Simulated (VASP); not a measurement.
Level of theory: r2SCAN+rVV10, VASP's PBE PAW potentials (set 64) (plane waves; VASP).

VASP ran on this input.

**INCAR**
```
# general
SYSTEM  =FePt
PREC    =Accurate
ENCUT   =520
LREAL   =.FALSE.   # projection in real space or not
LASPH   =.TRUE.   # aspherical one-centre terms

# electronic loop
EDIFF   =1E-7
NELM    =100
ALGO    =Normal
LMAXMIX =6
LMIXTAU =.TRUE.

# smearing
ISMEAR  =1
SIGMA   =0.1

# functional
METAGGA =R2SCAN
LUSE_VDW=.TRUE.
BPARAM  =11.95
CPARAM  =0.0093

# spin
ISPIN   =2
MAGMOM  =3.2 0.3

# ions
IBRION  =2   # conjugate gradients
NSW     =30
ISIF    =4
EDIFFG  =-0.01   # ionic stop

# output
LWAVE   =.FALSE.
LCHARG  =.FALSE.
LORBIT  =10
```

KPOINTS:
```
Automatic mesh
0
Gamma
13 13 10
0 0 0
```

POSCAR:
```
FePt
1
    2.7795845264     0.0000000000     0.0000000000
    0.0000000000     2.7795845264     0.0000000000
    0.0000000000     0.0000000000     3.7913545728
Fe Pt
1 1
Direct
  0.0000000000   0.0000000000   0.0000000000
  0.5000000000   0.5000000000   0.5000000000
```

POTCAR, in this order: Fe Pt (PBE.64 set). Program: vasp_std.

Q: What will the output report for the number of irreducible k-points (NKPTS), largest plane-wave count, number of space-group operations, FFT grid (NGX, NGY, NGZ)?

A: 
```json
{
  "number of irreducible k-points (NKPTS)": "168",
  "largest_plane_wave_count": "806",
  "number_of_space_group_operations": "16",
  "FFT grid (NGX, NGY, NGZ)": "24 × 24 × 28"
}
```

The compound is FePt in the L1_0 structure. This cell is one point of a volume scan, at 1.06 of the reference volume. Symmetry was kept, so distortions that lower it aren't found.
